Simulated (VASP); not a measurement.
These are PW91 GGA, VASP's PBE PAW potentials (set 64) (plane waves; VASP) values and carry that method's errors.

A VASP calculation is set up with these files.

### INCAR
```
ALGO = Normal   # blocked Davidson
LREAL = .FALSE.   # projection in real space or not
ISMEAR = 0   # Gaussian
EDIFF = 1E-7   # SCF stop (eV)
ENCUT = 520
LASPH = .TRUE.
PREC = Accurate
LCHARG = .FALSE.
ISIF = 2   # forces and stress, cell fixed
NELM = 100   # most electronic steps
GGA = 91   # PW91
LWAVE = .FALSE.
SYSTEM = LiF
SIGMA = 0.05   # width (eV)
```

**KPOINTS**
```
Automatic mesh
0
Gamma
11 11 11
0 0 0
```

POSCAR:
```
LiF
1
    0.0000000000     2.0476583361     2.0476583361
    2.0476583361     0.0000000000     2.0476583361
    2.0476583361     2.0476583361     0.0000000000
Li F
1 1
Direct
  0.0000000000   0.0000000000   0.0000000000
  0.5000000000   0.5000000000   0.5000000000
```

POTCAR, in this order: Li_sv F (PBE.64 set). Program: vasp_std.

Output of the run:

### OSZICAR
```
       N       E                     dE             d eps       ncg     rms          rms(c)
DAV:   1     0.316049454133E+02    0.31605E+02   -0.56810E+03  1064   0.112E+03
DAV:   2    -0.924791352208E+01   -0.40853E+02   -0.39514E+02  1147   0.210E+02
DAV:   3    -0.102604910876E+02   -0.10126E+01   -0.10100E+01  1376   0.317E+01
DAV:   4    -0.102696804139E+02   -0.91893E-02   -0.91734E-02  1354   0.284E+00
DAV:   5    -0.102697208361E+02   -0.40422E-04   -0.40422E-04  1322   0.135E-01    0.466E+00
DAV:   6    -0.971345226322E+01    0.55627E+00   -0.30684E+00  1022   0.134E+01    0.144E+00
DAV:   7    -0.971545209412E+01   -0.19998E-02   -0.17678E-02  1354   0.153E+00    0.860E-01
DAV:   8    -0.972093117176E+01   -0.54791E-02   -0.15897E-02  1438   0.167E+00    0.100E-01
DAV:   9    -0.972101867910E+01   -0.87507E-04   -0.74873E-04  1103   0.292E-01    0.410E-02
DAV:  10    -0.972108402757E+01   -0.65348E-04   -0.14447E-04  1168   0.110E-01    0.470E-03
DAV:  11    -0.972108624481E+01   -0.22172E-05   -0.15190E-06  1470   0.153E-02    0.184E-03
DAV:  12    -0.972108606636E+01    0.17844E-06   -0.22506E-07  1097   0.588E-03    0.753E-04
DAV:  13    -0.972108608992E+01   -0.23552E-07   -0.40452E-08   665   0.185E-03
   1 F= -.97210861E+01 E0= -.97210861E+01  d E =-.146765E-13
```

File OUTCAR:
```
------------------------ aborting loop because EDIFF is reached ----------------------------------------
  FORCE on cell =-STRESS in cart. coord.  units (eV):
  Direction    XX          YY          ZZ          XY          YZ          ZX
  --------------------------------------------------------------------------------------
  Total       -0.2047436     -0.2047436     -0.2047436      0.0000000      0.0000000      0.0000000
  in kB      -19.1037458    -19.1037458    -19.1037458      0.0000000      0.0000000      0.0000000
  external PRESSURE =     -19.1037458 kB  Pullay stress =       0.0000000 kB
  volume of cell :       17.17
      direct lattice vectors                 reciprocal lattice vectors
     0.000000000  2.047658336  2.047658336    -0.244181361  0.244181361  0.244181361
     2.047658336  0.000000000  2.047658336     0.244181361 -0.244181361  0.244181361
     2.047658336  2.047658336  0.000000000     0.244181361  0.244181361 -0.244181361
  FREE ENERGIE OF THE ION-ELECTRON SYSTEM (eV)
  ---------------------------------------------------
  free  energy   TOTEN  =        -9.7210860899 eV

  energy  without entropy=       -9.7210860899  energy(sigma->0) =       -9.72108609
```
(Selected blocks of OUTCAR.)

The compound is LiF in the rock salt structure. This cell is one point of a volume scan, at 1.03 of the reference volume.
